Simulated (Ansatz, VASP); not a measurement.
# Cross-check of NaYCl2F2 between VASP and Ansatz, part 2 of 2

Wanted: the spread between two codes on one cell, functional and k mesh. The cell is invented: As first built, before any earlier steps moved the atoms (in the runner's words): Cl for half of the F in the NaYF4 structure of space group P4/mmm. It may not be a known or stable phase. The two relaxations start from unlike cells of this crystal (the structure described is Ansatz's start), so only their ends are compared.

VASP 6.6.1 and Ansatz 0.2.0.

So far: The structure; Ansatz: relaxation of cell and atoms, PBE.

## (3) VASP: relaxation of cell and atoms, PBE

Level of this step: PBE; plane waves and PAW (Na_pv, Y_sv, F, Cl); invented cell (VASP).

Its own start cell and the same functional, mesh and smearing now go to VASP, with its own data sets.

Lines of VASP's logs that name or quote its potential files are left out, and so is its time.

The input, INCAR:

```
SYSTEM = NaYCl2F2
PREC = Accurate
ENCUT = 600
EDIFF = 1E-07
NELM = 120
ISMEAR = 0
SIGMA = 0.03
LREAL = .FALSE.
ALGO = Normal
GGA = PE
NBANDS = 29
LASPH = .TRUE.
LORBIT = 11
LWAVE = .FALSE.
LCHARG = .FALSE.
ISIF = 3
IBRION = 2
NSW = 80
EDIFFG = -0.005
GGA_COMPAT = .FALSE.
NELMIN = 4
EFERMI = MIDGAP
KPAR = 2
```

The input, POSCAR:

```
NaYCl2F2
1.0
    4.7311262051      0.0000000000      0.0000000000
    0.0000000000      3.8049676476      0.0000000000
    0.0000000000      0.0000000000      6.8797490012
Na Y F Cl
1 1 2 2
Direct
    0.0000000000      0.0000000000      0.0000000000
    0.5000000000      0.5000000000      0.5000000000
    0.5000000000      0.0000000000      0.6816999862
    0.5000000000      0.0000000000      0.3183000138
    0.0000000000      0.5000000000      0.2691525309
    0.0000000000      0.5000000000      0.7308474691
```

The input, KPOINTS:

```
Automatic mesh
0
Gamma
6 6 4
0 0 0
```

Potentials, in the order of the species: Na_pv, Y_sv, F and Cl (PBE family, release 64).

Command:

```
$ mpirun -np 2 vasp_std
```

Numbers of over 12 decimals in the logs are rounded to 6 here.

Output:

```text
[banner, memory and clock lines left out]
running    2 mpi-ranks, on    1 nodes
 distrk:  each k-point on    1 cores,    2 groups
 distr:  one band on    1 cores,    1 groups

 POSCAR found type information on POSCAR NaY F Cl
 POSCAR found :  4 types and       6 ions
 LDA part: xc-table for (Slater+PW92), standard interpolation
 POSCAR, INCAR and KPOINTS ok, starting setup
 FFT: planning ... GRIDC
 FFT: planning ... GRID_SOFT
 FFT: planning ... GRID
 WAVECAR not read
 entering main loop
       N       E                     dE             d eps       ncg     rms          rms(c)
DAV:   1     0.464000929451E+03    0.46400E+03   -0.24694E+04  2856   0.174E+03
DAV:   2     0.107825728463E+02   -0.45322E+03   -0.43355E+03  3379   0.426E+02
DAV:   3    -0.327211290387E+02   -0.43504E+02   -0.43144E+02  3211   0.135E+02
DAV:   4    -0.354217912973E+02   -0.27007E+01   -0.26954E+01  5065   0.272E+01
DAV:   5    -0.354718027383E+02   -0.50011E-01   -0.49984E-01  3551   0.286E+00    0.250E+01
DAV:   6    -0.321326166412E+02    0.33392E+01   -0.12374E+01  3266   0.192E+01    0.215E+01
DAV:   7    -0.320065656231E+02    0.12605E+00   -0.12413E+00  4195   0.593E+00    0.149E+01
DAV:   8    -0.320116594164E+02   -0.50938E-02   -0.32028E-01  3646   0.424E+00    0.235E+00
DAV:   9    -0.320001771533E+02    0.11482E-01   -0.90307E-02  3644   0.207E+00    0.709E-01
DAV:  10    -0.320010832555E+02   -0.90610E-03   -0.70715E-03  3508   0.619E-01    0.246E-01
DAV:  11    -0.320016158868E+02   -0.53263E-03   -0.10942E-03  3430   0.207E-01    0.111E-01
DAV:  12    -0.320022240264E+02   -0.60814E-03   -0.85988E-04  3288   0.211E-01    0.557E-02
DAV:  13    -0.320022517346E+02   -0.27708E-04   -0.14748E-04  4083   0.704E-02    0.925E-02
DAV:  14    -0.320022476264E+02    0.41082E-05   -0.48486E-05  3451   0.545E-02    0.210E-02
DAV:  15    -0.320022493103E+02   -0.16839E-05   -0.55267E-06  3372   0.172E-02    0.981E-03
DAV:  16    -0.320022493803E+02   -0.70003E-07   -0.25622E-06  4155   0.120E-02    0.604E-03
DAV:  17    -0.320022494561E+02   -0.75726E-07   -0.25096E-07  3464   0.304E-03
   1 F= -.32002249E+02 E0= -.32002249E+02  d E =-.320022E+02
[...]
2 F= -.32005380E+02 E0= -.32005380E+02  d E =-.313078E-02
[...]
3 F= -.32005757E+02 E0= -.32005757E+02  d E =-.350730E-02
[...]
4 F= -.32007810E+02 E0= -.32007810E+02  d E =-.205316E-02
[...]
5 F= -.32008509E+02 E0= -.32008509E+02  d E =-.275202E-02
[...]
6 F= -.32008981E+02 E0= -.32008981E+02  d E =-.472092E-03
[...]
7 F= -.32009138E+02 E0= -.32009138E+02  d E =-.629084E-03
 curvature:  -1.72 expect dE=-0.469E-04 dE for cont linesearch -0.724E-07
 trial: gam= 0.05895 g(F)=  0.920E-06 g(S)=  0.263E-04 ort = 0.519E-05 (trialstep = 0.157E+01)
 search vector abs. value=  0.300E-04
 bond charge predicted
       N       E                     dE             d eps       ncg     rms          rms(c)
DAV:   1    -0.320093946417E+02   -0.25673E-03   -0.11483E-02  2889   0.795E-01    0.137E-01
DAV:   2    -0.320091980467E+02    0.19659E-03   -0.68487E-04  3324   0.191E-01    0.520E-02
DAV:   3    -0.320091588299E+02    0.39217E-04   -0.77133E-05  3154   0.639E-02    0.254E-02
DAV:   4    -0.320091543745E+02    0.44554E-05   -0.42420E-05  4339   0.410E-02    0.219E-02
DAV:   5    -0.320091546238E+02   -0.24935E-06   -0.30603E-06  3494   0.111E-02    0.175E-02
DAV:   6    -0.320091558098E+02   -0.11859E-05   -0.18007E-06  3511   0.102E-02    0.320E-03
DAV:   7    -0.320091562480E+02   -0.43823E-06   -0.23285E-07  3394   0.320E-03    0.163E-03
DAV:   8    -0.320091563812E+02   -0.13326E-06   -0.25795E-08  1605   0.124E-03    0.674E-04
DAV:   9    -0.320091563938E+02   -0.12566E-07   -0.18059E-08  1477   0.989E-04
   8 F= -.32009156E+02 E0= -.32009156E+02  d E =-.185313E-04
 trial-energy change:   -0.000019  1 .order   -0.000019   -0.000043    0.000005
 step:   1.3925(harm=  1.4015)  dis= 0.00034  next Energy=   -32.009157 (dE=-0.188E-04)
 reached required accuracy - stopping structural energy minimisation
```

Parts of OUTCAR (step 3):

```text
ion  position               nearest neighbor table
   1  0.000  0.000  0.000-   5 2.65   6 2.65   5 2.65   6 2.65
   2  0.500  0.500  0.500-   3 2.28   4 2.28   3 2.28   4 2.28   5 2.85   6 2.85   5 2.85   6 2.85

  LATTYP: Found a simple orthorhombic cell.
 ALAT       =     3.8049676476
 B/A-ratio  =     1.2434077352
 C/A-ratio  =     1.8080965828

 Subroutine GETGRP returns: Found  8 space group operations
 (whereof  8 operations were pure point group operations)

The static configuration has the point symmetry D_2h.

 Found     48 irreducible k-points:

   k-points           NKPTS =     48   k-points in BZ     NKDIM =     48   number of bands    NBANDS=     29

   dimension x,y,z NGX =    40 NGY =   30 NGZ =   56
   dimension x,y,z NGXF=    80 NGYF=   60 NGZF=  112

   ENCUT  =  600.0 eV  44.10 Ry    6.64 a.u.   9.45  7.60 13.74*2*pi/ulx,y,z

   NELECT =      46.0000    total number of electrons

 k-points in reciprocal lattice and weights: Automatic mesh
   0.00000000  0.00000000  0.00000000       0.007
   0.16666667  0.00000000  0.00000000       0.014
   0.33333333  0.00000000  0.00000000       0.014
   0.50000000  0.00000000  0.00000000       0.007
   0.00000000  0.16666667  0.00000000       0.014
   0.16666667  0.16666667  0.00000000       0.028
   0.33333333  0.16666667  0.00000000       0.028
   0.50000000  0.16666667  0.00000000       0.014
   0.00000000  0.33333333  0.00000000       0.014
[...]
0.33333333  0.50000000  0.50000000       0.014
   0.50000000  0.50000000  0.50000000       0.007

 average (electrostatic) potential at core
       1 -47.4947       2 -39.4276       3 -77.8099       4 -77.8099       5 -93.7029
       6 -93.7029

 E-fermi :   1.8766

 k-point     1 :       0.0000    0.0000    0.0000
  band No.  band energies     occupation
    ...
     19      -1.1371      2.00000
     20      -1.0546      2.00000
     21      -0.8118      2.00000
     22      -0.6498      2.00000
     23      -0.5768      2.00000
     24       4.6568      0.00000
     25       4.7480      0.00000
     26       5.2249      0.00000
     27       6.5905      0.00000
     28       6.9056      0.00000
    ...

 k-point     2 :       0.1667    0.0000    0.0000
  band No.  band energies     occupation
    ...
     19      -1.3970      2.00000
     20      -1.1319      2.00000
     21      -0.8745      2.00000
     22      -0.6833      2.00000
     23      -0.6089      2.00000
     24       4.7603      0.00000
     25       5.0449      0.00000
     26       5.2956      0.00000
     27       6.2730      0.00000
     28       6.5181      0.00000
    ...

 k-point     3 :       0.3333    0.0000    0.0000
  band No.  band energies     occupation
    ...
     19      -1.9596      2.00000
     20      -1.3212      2.00000
     21      -0.9997      2.00000
     22      -0.7549      2.00000
     23      -0.6737      2.00000
     24       4.5440      0.00000
     25       5.4332      0.00000
     26       5.7417      0.00000
     27       5.9169      0.00000
     28       6.5095      0.00000
    ...

  Total       -0.0016395      0.0203144      0.0226731      0.0000000      0.0000000      0.0000000
  in kB       -0.0208029      0.2577599      0.2876887      0.0000000      0.0000000      0.0000000
  external PRESSURE =       0.1748819 kB  Pullay stress =       0.0000000 kB

  energy-cutoff  :      600.00
  volume of cell :      126.27
      direct lattice vectors                 reciprocal lattice vectors
     4.783477328  0.000000000  0.000000000     0.209052940 -0.000000000  0.000000000
     0.000000000  3.783830872  0.000000000    -0.000000000  0.264282425  0.000000000
     0.000000000  0.000000000  6.976272758     0.000000000  0.000000000  0.143343019

 POSITION                                       TOTAL-FORCE (eV/Angst)
 -----------------------------------------------------------------------------------
      0.00000      0.00000      0.00000         0.000000     -0.000000      0.000000
      2.39174      1.89192      3.48814        -0.000000     -0.000000      0.000000
      2.39174      3.78383      4.73863         0.000000     -0.000000      0.001248
      2.39174      0.00000      2.23764        -0.000000      0.000000     -0.001248
      0.00000      1.89192      1.89081         0.000000     -0.000000     -0.003185
      4.78348      1.89192      5.08547        -0.000000     -0.000000      0.003185
 -----------------------------------------------------------------------------------
    total drift:                                0.000000      0.000000     -0.000000

  FREE ENERGIE OF THE ION-ELECTRON SYSTEM (eV)
  ---------------------------------------------------
  free  energy   TOTEN  =       -32.0091563938 eV

  energy  without entropy=      -32.0091563938  energy(sigma->0) =      -32.00915639

 reached required accuracy - stopping structural energy minimisation

 total charge
# of ion       s       p       d       f       tot
--------------------------------------------------
    1        0.045   5.980   0.000   0.000   6.025
    2        2.138   6.324   0.741   0.113   9.316
    3        1.733   4.368   0.000   0.000   6.101
    4        1.733   4.368   0.000   0.000   6.101
    5        1.592   3.594   0.000   0.000   5.186
    6        1.592   3.594   0.000   0.000   5.186
--------------------------------------------------
tot          8.833  28.226   0.741   0.113  37.914

[... 3 further parts left out ...]
```

CONTCAR:

```
NaYCl2F2
   1.00000000000000
     4.7834773281456018    0.0000000000000000    0.0000000000000000
     0.0000000000000000    3.7838308718726070    0.0000000000000000
     0.0000000000000000    0.0000000000000000    6.9762727577200527
  Na              Y               F               Cl
     1     1     2     2
Direct
     0.0000000000000000    0.0000000000000000    0.0000000000000000
     0.5000000000000000    0.5000000000000000    0.5000000000000000
     0.5000000000000000    1.0000000000000000    0.6792497599035942
     0.5000000000000000    0.0000000000000000    0.3207502400964060
     0.0000000000000000    0.5000000000000000    0.2710339939723123
     1.0000000000000000    0.5000000000000000    0.7289660060276878
```

The run keeps the 8 symmetry operations of its start, so it cannot find a distortion of lower symmetry.

## (4) Side by side

Known differences besides the potentials themselves: the data sets hold 48 valence electrons in Ansatz (on its default PAW (the set named soft_2) files) and 46 in VASP; the cutoff is 420 eV in Ansatz and 600 eV in VASP; Ansatz adds a Pulay correction to the stress that steers its cell, VASP none. Total energies have different zeros and are not compared.

Compared:

| quantity | Ansatz | VASP | difference |
| --- | --- | --- | --- |
| volume (Å³) | 126.77 | 126.27 | +0.40 % |
| edge a after relaxation, in the typed setting (Å) | 4.794 | 4.784 | +0.21 % |
| edge b after relaxation, in the typed setting (Å) | 3.781 | 3.784 | -0.07 % |
| edge c after relaxation, in the typed setting (Å) | 6.994 | 6.976 | +0.26 % |

## (5) Summary of results

* difference in volume (relaxation of cell and atoms, PBE): 0.40 %

**Reading.** The difference in volume is 0.40 % (relaxation of cell and atoms, PBE), within the 1.2 % picked in this series as the mark of a large difference, as far as the stopping tolerances let one tell. The data sets hold unlike numbers of valence electrons (48 in Ansatz and 46 in VASP), so part of the differences comes from the potentials. Such differences can come from data sets, numerical settings and the points named under the comparisons, not from the functional's error against experiment.

[Lines on the potential files, build, host, timing and source positions are cut from VASP's logs without a mark.]

[Logs are printed without paths, hosts, clocks, repeated set-up lines and the standing remarks that a program may print on its own settings, such as how far it seeks lower states.]

[Hosts, paths, dates, database ids (printed as entryN), source tags and the programs' standing remarks are cut or masked in the printed files.]
